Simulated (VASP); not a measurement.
```
CELL_PARAMETERS angstrom
      3.44934     0.00000     0.00000
     -1.72467     2.98721     0.00000
      0.00000     0.00000    10.08543
ATOMIC_POSITIONS crystal
  Sc 0.66667 0.33333 0.62196
  Sc 0.33333 0.66667 0.37804
  C  0.00000 0.00000 0.50000
  Cl 0.66667 0.33333 0.21222
  Cl 0.33333 0.66667 0.78778
```

These are HSE06 screened hybrid, VASP's PBE PAW potentials (set 64) (plane waves; VASP) values and carry that method's errors. Settings: 500 eV cut-off, 6×6×2 Γ-centred mesh, Gaussian smearing of 0.050 eV, potentials Sc_sv C Cl.

Without a dispersion term in the relaxation, distances and binding between the weakly bound layers, chains or molecules are unreliable, and so is what depends on them.

Task: Give the force on each atom (eV/Å).

Result: 
```
atom     Fx     Fy      Fz
----  -----  -----  ------
Sc1   0.000  0.000  -0.109
Sc2   0.000  0.000   0.109
C3    0.000  0.000   0.000
Cl4   0.000  0.000   0.064
Cl5   0.000  0.000  -0.064
```

Task: Give the stress tensor in GPa (positive for a compressed cell).

Result: 
```
-0.88   0.00   0.00
 0.00  -0.88   0.00
 0.00   0.00  -1.10
```
The pressure is its mean diagonal, -0.95 GPa.

The structure comes from a computed database's Sc2CCl2 entry (P-3m1); how it stands against other phases isn't given here. It was relaxed first. The cell's shape comes from a PBE relaxation.
